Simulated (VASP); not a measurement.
VASP input:

### INCAR
```
ALGO=Normal
EDIFF=1E-6
EDIFFG=-0.02
ENCUT=620
IBRION=2
ISIF=3
ISMEAR=0
LASPH=.TRUE.
LCHARG=.FALSE.
LREAL=.FALSE.
LWAVE=.FALSE.
NELM=100
NSW=40
PREC=Accurate
PSTRESS=200
SIGMA=0.05
SYSTEM=Li2O
```

KPOINTS:
```
Regular mesh
0
Gamma
 9 9 9
```

POSCAR:
```
Li2O
1.0
  0.0000000000   2.1301835843   2.1301835843
  2.1301835843   0.0000000000   2.1301835843
  2.1301835843   2.1301835843   0.0000000000
Li O
2 1
Cartesian
  1.0650917922   1.0650917922   1.0650917922
  3.1952753765   3.1952753765   3.1952753765
  0.0000000000   0.0000000000   0.0000000000
```

POTCAR, in this order: Li_sv O (LDA.64 set). Program: vasp_std.

**Question.** Write an equivalent input for Ansatz.

**Answer.** One equivalent input (not run):
Ansatz 0.2 input:
```yaml
crystal:
  lattice:
    - [0.0000000, 2.1301836, 2.1301836]
    - [2.1301836, 0.0000000, 2.1301836]
    - [2.1301836, 2.1301836, 0.0000000]
  atoms:
    - { symbol: Li, position: [0.2500000, 0.2500000, 0.2500000] }
    - { symbol: Li, position: [0.7500000, 0.7500000, 0.7500000] }
    - { symbol: O, position: [0.0000000, 0.0000000, 0.0000000] }
kpoints:
  mp_grid: { grid: [9, 9, 9] }
hamiltonian:
  xc: lda
  pseudopotentials: { kind: paw }
scf:
  occupations: { method: gaussian, width: 0.05 }
  max_iter: 100
relax:
  max_steps: 40
  f_tol: 0.02
  cell: { p_target: 20 }
output: { forces: true, stress: true, eigenvalues: true }
```
Limits of the translation: each code has its own PAW files, so the cut-off isn't converted (ENCUT is set for VASP's; basis.ecutwfc is left out, and Ansatz then takes the one that its files recommend); Ansatz stops its SCF on the density residual and VASP on the energy change (EDIFF); Ansatz's lda is the Perdew-Wang form, while the LDA potentials of VASP carry Perdew-Zunger's.

The compound is Li2O in the antifluorite structure. It was relaxed first under an external pressure of 20 GPa.
